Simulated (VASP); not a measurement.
Input for VASP

KPOINTS:
```
Automatic mesh
0
gamma
9 9 9
0 0 0
```

### INCAR
```
ALGO = Normal
EDIFF = 1E-7
ENCUT = 400
GGA = PS
ISIF = 2
ISMEAR = -5
LASPH = T
LCHARG = T
LEFG = T
LMAXMIX = 4
LORBIT = 11
LREAL = F
LWAVE = F
NEDOS = 601
NELM = 100
PREC = Accurate
SYSTEM = GeS2
```

POSCAR:
```
GeS2
1
    1.6986046253     0.9806900181     6.1074937500
   -1.6986046253     0.9806900181     6.1074937500
    0.0000000000    -1.9613788977     6.1074937199
Ge S
1 2
Direct
  0.0000000000   0.0000000000   0.0000000000
  0.2576456598   0.2576456598   0.2576456598
  0.7423543402   0.7423543402   0.7423543402
```

POTCAR, in this order: Ge_d S (PBE.64 set). Program: vasp_std.

Question: Translate this PBEsol calculation to Quantum ESPRESSO's pw.x.

Answer: One equivalent input (not run):
```
&CONTROL
  calculation = 'scf'
  pseudo_dir = './pseudo'
  outdir = './out'
  tprnfor = .true.
  tstress = .true.
/
&SYSTEM
  ibrav = 0
  nat = 3
  ntyp = 2
  ecutwfc = 78
  occupations = 'tetrahedra'
  input_dft = 'pbesol'
/
&ELECTRONS
  conv_thr = 7.3e-09
  electron_maxstep = 100
/
ATOMIC_SPECIES
  Ge 72.630 Ge.upf
  S 32.060 S.upf
CELL_PARAMETERS angstrom
     1.6986046    0.9806900    6.1074937
    -1.6986046    0.9806900    6.1074937
     0.0000000   -1.9613789    6.1074937
ATOMIC_POSITIONS crystal
  Ge   0.0000000  0.0000000  0.0000000
  S    0.2576457  0.2576457  0.2576457
  S    0.7423543  0.7423543  0.7423543
K_POINTS automatic
  9 9 9 0 0 0
```
The two are equivalent in intent, not identical: the potentials are each code's own (VASP's PAW set, PseudoDojo norm-conserving files in pw.x), so ENCUT and ecutwfc are chosen apart and not converted; conv_thr bounds pw.x's estimated SCF error, while EDIFF bounds the energy change between steps; the field gradients of LEFG aren't asked of the other code.

The structure was generated: GeS2 was put into the CdCl2 type (R-3m), which need not be its known phase. It was relaxed first, which changed the volume by +11 %.
